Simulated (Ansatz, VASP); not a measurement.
KCaF3: VASP beside Ansatz

INCAR

```
SYSTEM = KCaF3
PREC = Accurate ; ENCUT = 520
EDIFF = 1E-6 ; ISMEAR = 0
SIGMA = 0.05 ; LREAL = .FALSE.
LASPH = .TRUE. ; NELM = 60
ALGO = Normal ; ISIF = 2
LWAVE = .FALSE. ; LCHARG = .FALSE.
GGA = CA ; NBANDS = 28
```

File KPOINTS:

```
regular mesh
0
G
  6 6 6
  0 0 0
```

Contents of POSCAR:

```
KCaF3
1.0
    4.1064277306      0.0000000000      0.0000000000
    0.0000000000      4.1064277306      0.0000000000
    0.0000000000      0.0000000000      5.3383560498
K Ca F
1 1 3
Direct
    0.5000000000      0.5000000000      0.5000000000
    0.0000000000      0.0000000000      0.0000000000
    0.0000000000      0.5000000000      0.0000000000
    0.0000000000      0.0000000000      0.5000000000
    0.5000000000      0.0000000000      0.0000000000
```

Input for Ansatz:

```yaml
crystal:
  lattice:
    - [4.1064277306, 0.0, 0.0]
    - [0.0, 4.1064277306, 0.0]
    - [0.0, 0.0, 5.3383560498]
  atoms:
    - { symbol: K, position: [0.5, 0.5, 0.5] }
    - { symbol: Ca, position: [0.0, 0.0, 0.0] }
    - { symbol: F, position: [0.0, 0.5, 0.0] }
    - { symbol: F, position: [0.0, 0.0, 0.5] }
    - { symbol: F, position: [0.5, 0.0, 0.0] }
basis:
  ecutwfc: 420
kpoints:
  mp_grid: { grid: [6, 6, 6] }
hamiltonian:
  xc: lda
scf:
  occupations: { method: gaussian, width: 0.05 }
output:
  forces: true
  stress: true
  eigenvalues: true
```

Alike in both runs: task single point; functional LDA; k mesh 6 × 6 × 6; occupations gaussian, width 0.05 eV; no spin polarisation.

|  | VASP | Ansatz |
| --- | --- | --- |
| version | VASP 6.6.1 | Ansatz 0.2.0 |
| potentials or method | VASP PAW LDA potentials, release 64 (K_sv, Ca_sv, F) | scalar-relativistic, plane waves, PAW |
| plane-wave cutoff (eV) | 520 | 420 |
| valence electrons in the cell | 40 | 40 |

```csv
,VASP,Ansatz,Ansatz less VASP
gap on the k mesh at the Fermi level (eV),5.52,5.54,+0.021
least direct gap on the mesh (eV),5.52,5.54,+0.021
pressure (GPa),1.0,0.6,-0.40
largest component of the traceless stress (GPa),10.39,9.86,-0.532
```

A k mesh can miss the band edges.
